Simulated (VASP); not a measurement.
# Bi2Se3 (Paraguanajuatite): phonons from a supercell

How does the lattice of Bi2Se3 (Paraguanajuatite) vibrate? The start is a cell from a database of measured crystal structures.

Method: PBEsol; plane waves and PAW (Bi, Se), in VASP 6.6.1.

### 1. Starting point

It takes space group R-3m (No. 166, trigonal). The conventional cell has a = 4.143 Å, b = 4.143 Å, c = 28.636 Å, α = 90.00°, β = 90.00°, γ = 120.00°. Nearest to Bi lie 6 Se at 2.85 to 3.07 Å. Se has 3 Bi at 2.85 Å nearest. Se has 6 Bi at 3.07 Å nearest. Farther neighbours and most contacts between anions are not listed.

As a file:

```
Bi Se
1.0
     2.07150    1.19598    9.54533
    -2.07150    1.19598    9.54533
     0.00000   -2.39196    9.54533
Bi Se
2 3
Direct
  0.59920 0.59920 0.59920
  0.40080 0.40080 0.40080
  0.78830 0.78830 0.78830
  0.21170 0.21170 0.21170
  0.00000 0.00000 0.00000
```

### 2. Relax the host

Cell and atoms are relaxed first, so that later runs start from this functional's own cell.

Input file INCAR:

```
SYSTEM = Bi2Se3
PREC = Accurate
ENCUT = 350
EDIFF = 1E-06
NELM = 120
ISMEAR = 0
SIGMA = 0.05
LREAL = .FALSE.
ALGO = Normal
GGA = PS
NBANDS = 20
LORBIT = 11
LWAVE = .FALSE.
LCHARG = .FALSE.
KPAR = 4
IBRION = 2
NSW = 40
ISIF = 3
EDIFFG = -0.02
POTIM = 0.4
```

Input file POSCAR:

```
Bi2Se3
1.0
    2.0715000000      1.1959810826      9.5453333333
   -2.0715000000      1.1959810826      9.5453333333
    0.0000000000     -2.3919621653      9.5453333333
Bi Se
2 3
Direct
    0.5992000000      0.5992000000      0.5992000000
    0.4008000000      0.4008000000      0.4008000000
    0.7883000000      0.7883000000      0.7883000000
    0.2117000000      0.2117000000      0.2117000000
    0.0000000000      0.0000000000      0.0000000000
```

Input file KPOINTS:

```
Automatic mesh
0
Gamma
5 5 5
0 0 0
```

The projector-augmented-wave data sets are Bi and Se (PBE family, release 64).

On the command line:

```bash
mpirun -np 4 vasp_std
```

The log of the run:

```text
[banner, memory and clock lines left out]
running    4 mpi-ranks, on    1 nodes
 distrk:  each k-point on    1 cores,    4 groups
 distr:  one band on    1 cores,    1 groups

 POSCAR found type information on POSCAR BiSe
 POSCAR found :  2 types and       5 ions
|                                                                             |
|               ----> ADVICE to this user running VASP <----                  |
|                                                                             |
|     You enforced a specific xc type in the INCAR file but a different       |
|     [... a line on the potential file left out ...]
|     I HOPE YOU KNOW WHAT YOU ARE DOING!                                     |
|                                                                             |

 LDA part: xc-table for (Slater+PW92), standard interpolation
 POSCAR, INCAR and KPOINTS ok, starting setup
 FFT: planning ... GRIDC
 FFT: planning ... GRID_SOFT
 FFT: planning ... GRID
 WAVECAR not read
 entering main loop
       N       E                     dE             d eps       ncg     rms          rms(c)
DAV:   1     0.108183900034E+03    0.10818E+03   -0.85936E+03   760   0.835E+02
DAV:   2    -0.132035136503E+02   -0.12139E+03   -0.11798E+03  1076   0.155E+02
DAV:   3    -0.225671641801E+02   -0.93637E+01   -0.92587E+01   884   0.466E+01
DAV:   4    -0.227775386794E+02   -0.21037E+00   -0.21003E+00  1092   0.737E+00
DAV:   5    -0.227796346112E+02   -0.20959E-02   -0.20957E-02   892   0.678E-01    0.658E+00
DAV:   6    -0.220567432610E+02    0.72289E+00   -0.17617E+00   804   0.574E+00    0.369E+00
DAV:   7    -0.220448877170E+02    0.11856E-01   -0.35121E-01   856   0.300E+00    0.221E+00
DAV:   8    -0.220469774962E+02   -0.20898E-02   -0.46876E-02   876   0.108E+00    0.690E-01
DAV:   9    -0.220457954328E+02    0.11821E-02   -0.41726E-03   964   0.485E-01    0.196E-01
DAV:  10    -0.220458572926E+02   -0.61860E-04   -0.19219E-03   824   0.245E-01    0.992E-02
DAV:  11    -0.220458237832E+02    0.33509E-04   -0.26940E-04   916   0.857E-02    0.506E-02
DAV:  12    -0.220458264691E+02   -0.26860E-05   -0.44757E-05   888   0.392E-02    0.109E-02
DAV:  13    -0.220458268402E+02   -0.37112E-06   -0.45244E-06   840   0.107E-02
   1 F= -.22045827E+02 E0= -.22045798E+02  d E =-.220458E+02
 curvature:   0.00 expect dE= 0.000E+00 dE for cont linesearch  0.000E+00
 trial: gam= 0.00000 g(F)=  0.557E-02 g(S)=  0.189E-02 ort = 0.000E+00 (trialstep = 0.100E+01)
 search vector abs. value=  0.747E-02
 bond charge predicted
       N       E                     dE             d eps       ncg     rms          rms(c)
DAV:   1    -0.220545722531E+02   -0.87458E-02   -0.15228E-01   768   0.193E+00    0.288E-01
DAV:   2    -0.220520984274E+02    0.24738E-02   -0.96066E-03   932   0.510E-01    0.141E-01
DAV:   3    -0.220514102777E+02    0.68815E-03   -0.18968E-03   824   0.207E-01    0.479E-02
DAV:   4    -0.220513211723E+02    0.89105E-04   -0.12047E-04   972   0.548E-02    0.317E-02
DAV:   5    -0.220513026688E+02    0.18504E-04   -0.10427E-04   880   0.418E-02    0.176E-02
DAV:   6    -0.220513032407E+02   -0.57185E-06   -0.51681E-06   888   0.119E-02
   2 F= -.22051303E+02 E0= -.22051257E+02  d E =-.547640E-02
[...]
3 F= -.22052774E+02 E0= -.22052709E+02  d E =-.694692E-02
[...]
4 F= -.22053041E+02 E0= -.22052973E+02  d E =-.267088E-03
 trial-energy change:   -0.000267  1 .order   -0.000290   -0.001239    0.000658
 step:   0.7413(harm=  0.7612)  dis= 0.00215  next Energy=   -22.053162 (dE=-0.388E-03)
 bond charge predicted
       N       E                     dE             d eps       ncg     rms          rms(c)
DAV:   1    -0.220532683222E+02   -0.22721E-03   -0.52766E-03   776   0.370E-01    0.623E-02
DAV:   2    -0.220531866737E+02    0.81649E-04   -0.43357E-04   948   0.106E-01    0.282E-02
DAV:   3    -0.220531681663E+02    0.18507E-04   -0.62824E-05   812   0.408E-02    0.105E-02
DAV:   4    -0.220531634595E+02    0.47068E-05   -0.11266E-05   864   0.160E-02    0.647E-03
DAV:   5    -0.220531631221E+02    0.33742E-06   -0.15869E-06   620   0.634E-03
   5 F= -.22053163E+02 E0= -.22053096E+02  d E =-.389360E-03
 curvature:  -0.43 expect dE=-0.319E-05 dE for cont linesearch -0.102E-08
 trial: gam= 0.02106 g(F)=  0.143E-05 g(S)=  0.599E-05 ort =-0.169E-05 (trialstep = 0.108E+01)
 search vector abs. value=  0.788E-05
 reached required accuracy - stopping structural energy minimisation
```

Run time: 66 s. Hardware: 4 MPI ranks of Intel Xeon 6975P-C (Granite Rapids), shared host; peak memory 2.2 GiB.

Lines that name or quote the potential files are left out of all logs, and their timing lines are given in words.

From OUTCAR (step 2):

```text
ion  position               nearest neighbor table
   1  0.599  0.599  0.599-   4 2.85   4 2.85   4 2.85   5 3.07   5 3.07   5 3.07
   2  0.401  0.401  0.401-   3 2.85   3 2.85   3 2.85   5 3.07   5 3.07   5 3.07
   3  0.788  0.788  0.788-   2 2.85   2 2.85   2 2.85
   4  0.212  0.212  0.212-   1 2.85   1 2.85   1 2.85
   5  0.000  0.000  0.000-   1 3.07   1 3.07   2 3.07   2 3.07   1 3.07   2 3.07

  LATTYP: Found a trigonal (rhomboedric) cell.
 ALAT       =     9.8404710987
 COS(alpha) =     0.9113725833

 Subroutine GETGRP returns: Found 12 space group operations
 (whereof 12 operations were pure point group operations)

The static configuration has the point symmetry D_3d.

 Found     19 irreducible k-points:

   k-points           NKPTS =     19   k-points in BZ     NKDIM =     19   number of bands    NBANDS=     20

   dimension x,y,z NGX =    60 NGY =   60 NGZ =   60
   dimension x,y,z NGXF=   120 NGYF=  120 NGZF=  120

   ENCUT  =  350.0 eV  25.72 Ry    5.07 a.u.  15.01 15.01 15.01*2*pi/ulx,y,z

   NELECT =      28.0000    total number of electrons

 k-points in reciprocal lattice and weights: Automatic mesh
   0.00000000  0.00000000  0.00000000       0.008
   0.20000000  0.00000000 -0.00000000       0.048
   0.40000000 -0.00000000 -0.00000000       0.048
   0.20000000  0.20000000 -0.00000000       0.048
   0.40000000  0.20000000 -0.00000000       0.096
  -0.40000000  0.20000000  0.00000000       0.096
  -0.20000000  0.20000000  0.00000000       0.048
   0.40000000  0.40000000 -0.00000000       0.048
  -0.40000000  0.40000000  0.00000000       0.048
[...]
0.40000000  0.40000000  0.40000000       0.016
  -0.40000000  0.40000000  0.40000000       0.048

 average (electrostatic) potential at core
       1 -62.7660       2 -62.7660       3 -53.5732       4 -53.5732       5 -53.4863

 E-fermi :   4.4682

 k-point     1 :       0.0000    0.0000    0.0000
  band No.  band energies     occupation
    ...
     10       2.5546      2.00000
     11       2.5546      2.00000
     12       3.1718      2.00000
     13       3.1718      2.00000
     14       4.4131      1.88104
     15       4.5234      0.11896
     16       5.7225      0.00000
     17       5.7225      0.00000
     18       6.4996      0.00000
     19       7.1142      0.00000
    ...

 k-point     2 :       0.2000    0.0000   -0.0000
  band No.  band energies     occupation
    ...
     10       2.2875      2.00000
     11       2.8613      2.00000
     12       3.0833      2.00000
     13       3.2508      2.00000
     14       3.8159      2.00000
     15       5.7058      0.00000
     16       6.1330      0.00000
     17       6.5142      0.00000
     18       6.8109      0.00000
     19       7.2533      0.00000
    ...

 k-point     3 :       0.4000   -0.0000   -0.0000
  band No.  band energies     occupation
    ...
     10       1.4899      2.00000
     11       1.5535      2.00000
     12       2.4810      2.00000
     13       3.1470      2.00000
     14       3.8246      2.00000
     15       5.2431      0.00000
     16       6.2833      0.00000
     17       7.0507      0.00000
     18       7.4673      0.00000
     19       8.3731      0.00000
    ...

  Total        0.0009576      0.0009576     -0.0278239      0.0000000      0.0000000     -0.0000000
  in kB        0.0109189      0.0109189     -0.3172506      0.0000000      0.0000000     -0.0000000
  external PRESSURE =      -0.0984709 kB  Pullay stress =       0.0000000 kB

  energy-cutoff  :      350.00
  volume of cell :      140.52
      direct lattice vectors                 reciprocal lattice vectors
     2.064613779  1.192005321  9.516091547     0.242176045  0.139820405  0.035028387
    -2.064613779  1.192005321  9.516091547    -0.242176045  0.139820405  0.035028387
     0.000000000 -2.384010643  9.516091547     0.000000000 -0.279640810  0.035028387

 POSITION                                       TOTAL-FORCE (eV/Angst)
 -----------------------------------------------------------------------------------
      0.00000     -0.00000     17.12536         0.000000     -0.000000      0.000399
      0.00000     -0.00000     11.42292         0.000000      0.000000     -0.000399
      0.00000     -0.00000     22.51454         0.000000     -0.000000      0.004280
      0.00000     -0.00000      6.03373         0.000000      0.000000     -0.004280
      0.00000      0.00000      0.00000         0.000000      0.000000     -0.000000
 -----------------------------------------------------------------------------------
    total drift:                                0.000000     -0.000000      0.000000

  FREE ENERGIE OF THE ION-ELECTRON SYSTEM (eV)
  ---------------------------------------------------
  free  energy   TOTEN  =       -22.0531631221 eV

  energy  without entropy=      -22.0530292690  energy(sigma->0) =      -22.05309620

 reached required accuracy - stopping structural energy minimisation

 total charge
# of ion       s       p       d       tot
------------------------------------------
    1        1.814   1.554   0.156   3.524
    2        1.814   1.554   0.156   3.524
    3        1.495   2.246   0.023   3.764
    4        1.495   2.246   0.023   3.764
    5        1.476   2.310   0.023   3.809
--------------------------------------------------
tot          8.094   9.909   0.380  18.383

[... 3 further parts left out ...]
```

The gap is read on the k-mesh alone, so it is an upper bound where the band edges lie off the mesh. The PAW data sets were made with PBE, which is usual practice but a small mismatch for other functionals. The data set Bi keeps the semicore shell frozen, which is cheaper and a little less accurate. The run keeps the 12 symmetry operations of its start, so it cannot find a distortion of lower symmetry.

Step by step:

```tsv
step	energy less that of the first step (eV)	largest force (eV/Å)	pressure (GPa)	volume (Å³)
1	0.0000	0.2427	-0.32	141.89
2	-0.0055	0.1348	-0.04	140.95
3	-0.0069	0.0487	0.20	140.18
4	-0.0072	0.0232	-0.12	140.71
5	-0.0073	0.0043	-0.01	140.52
```

```tsv
conventional cell, symmetrised	before	after	change
a (Å)	4.143	4.129	-0.3 %
b (Å)	4.143	4.129	-0.3 %
c (Å)	28.636	28.548	-0.3 %
volume (Å³/atom)	28.38	28.10	-1.0 %
```

The atoms that moved most (Å, as changes of fractional coordinates times the final cell):

```tsv
atom	dx	dy	dz	length
Bi1	0.000	0.000	0.019	0.019
Bi2	0.000	0.000	-0.019	0.019
Se4	0.000	0.000	-0.010	0.010
Se3	0.000	0.000	0.010	0.010
```

The relaxed structure:

```cif
data_structure
_symmetry_space_group_name_H-M 'P 1'
_symmetry_Int_Tables_number 1
_cell_length_a 9.8102
_cell_length_b 9.8102
_cell_length_c 9.8102
_cell_angle_alpha 24.298
_cell_angle_beta 24.298
_cell_angle_gamma 24.298
_cell_volume 140.52
loop_
_atom_site_label
_atom_site_type_symbol
_atom_site_fract_x
_atom_site_fract_y
_atom_site_fract_z
_atom_site_occupancy
Bi1 Bi 0.59987 0.59987 0.59987 1
Bi2 Bi 0.40013 0.40013 0.40013 1
Se3 Se 0.78865 0.78865 0.78865 1
Se4 Se 0.21135 0.21135 0.21135 1
Se5 Se 0.00000 0.00000 0.00000 1
```

This step gave:

| Property | Result |
| --- | --- |
| electronic cycles | 36 |
| electrons | 28 |
| free energy (TOTEN) | -22.05 eV |
| energy at zero smearing | -22.05 eV |
| Fermi energy | 4.468 eV |
| pressure | -0.009847 GPa |
| labelled metallic, from the levels on this mesh | no |
| gap on the k-mesh | 0.1103 eV |
| least direct gap on the k-mesh | 0.1103 eV |

The run ended after 5 ionic steps, 0.007 eV below its first step, once forces and stress met EDIFFG = -0.02.

[end of part 1 of 2]

[Lines on the potential files, build, host, timing and source positions are cut from VASP's logs without a mark.]

[Logs are printed without paths, hosts, clocks, repeated set-up lines and the standing remarks that a program may print on its own settings, such as how far it seeks lower states.]

[Hosts, paths, dates, database ids (printed as entryN), source tags and the programs' standing remarks are cut or masked in the printed files.]

[Runs that stopped without an error message from VASP are left out.]
